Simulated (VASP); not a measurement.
OSZICAR of a VASP run on Rh (fcc):

**OSZICAR**
```
       N       E                     dE             d eps       ncg     rms          rms(c)
DAV:   1     0.112273547799E+03    0.11227E+03   -0.92671E+03  3662   0.143E+03
DAV:   2    -0.764344165104E+01   -0.11992E+03   -0.11475E+03  3726   0.385E+02
DAV:   3    -0.923400617239E+01   -0.15906E+01   -0.15790E+01  4176   0.495E+01
DAV:   4    -0.924342481642E+01   -0.94186E-02   -0.94177E-02  3999   0.392E+00
DAV:   5    -0.924356708107E+01   -0.14226E-03   -0.14226E-03  4197   0.454E-01    0.121E+01
DAV:   6    -0.871384422252E+01    0.52972E+00   -0.11777E+00  3813   0.163E+01    0.423E+00
DAV:   7    -0.868901468071E+01    0.24830E-01   -0.26126E-02  4161   0.205E+00    0.193E+00
DAV:   8    -0.868355744476E+01    0.54572E-02   -0.51884E-03  3795   0.121E+00    0.222E-01
DAV:   9    -0.868339022232E+01    0.16722E-03   -0.16929E-04  4269   0.220E-01    0.498E-02
DAV:  10    -0.868339678374E+01   -0.65614E-05   -0.35113E-06  4002   0.267E-02    0.330E-03
DAV:  11    -0.868339676819E+01    0.15555E-07   -0.21192E-07  2175   0.682E-03
   1 F= -.82757748E+01 E0= -.82759881E+01  d E =-.827577E+01
```

### Question
Which electronic solver shows in the log?

### Answer
It is blocked Davidson (ALGO = Normal, or the opening steps of other solvers). The INCAR had ALGO = Normal.

### Question
Can the final energy be trusted as converged?

### Answer
The run converged. It stopped with EDIFF = 1E-6, NELM = 100, NSW = 40 and EDIFFG = -0.02 after 1 ionic step (LDA (Ceperley-Alder, Perdew-Zunger), plane waves, VASP's LDA PAW potentials (set 64)).

The compound is Rh in the fcc structure. It was relaxed first under an external pressure of 5 GPa.
